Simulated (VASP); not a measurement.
```
CELL_PARAMETERS angstrom
      5.31035     0.00000     0.00000
      0.00000     5.31035     0.00000
      0.00000     0.00000     5.48869
ATOMIC_POSITIONS crystal
  Cs 0.00000 0.00000 0.00000
  Hg 0.50000 0.50000 0.50000
  Br 0.50000 0.50000 0.00000
  Cl 0.50000 0.00000 0.50000
  Cl 0.00000 0.50000 0.50000
```

All values below come from PBEsol GGA, VASP's PBE PAW potentials (set 64) (plane waves; VASP). Run with 400 eV cut-off, 7×7×6 Γ-centred mesh, tetrahedra with Blöchl corrections, potentials Cs_sv Hg Br Cl.

The cores are frozen, which limits the accuracy of field gradients.

Question: Give the principal components of the electric field gradient (V/Å²) and the asymmetry η at each nucleus.

Answer: 
| atom | Vxx | Vyy | Vzz | η |
|---|---|---|---|---|
| Cs1 | -1.4 | -1.4 | 2.9 | 0.00 |
| Hg2 | 1.4 | 1.4 | -2.9 | 0.00 |
| Br3 | -194.2 | -194.2 | 388.4 | 0.00 |
| Cl4 | -94.4 | -89.1 | 183.5 | 0.03 |
| Cl5 | -94.4 | -89.1 | 183.5 | 0.03 |

The structure comes from a computed database's CsHgBrCl2 entry (P4/mmm); how it stands against other phases isn't given here. It was relaxed first, which changed the volume by -7 %.
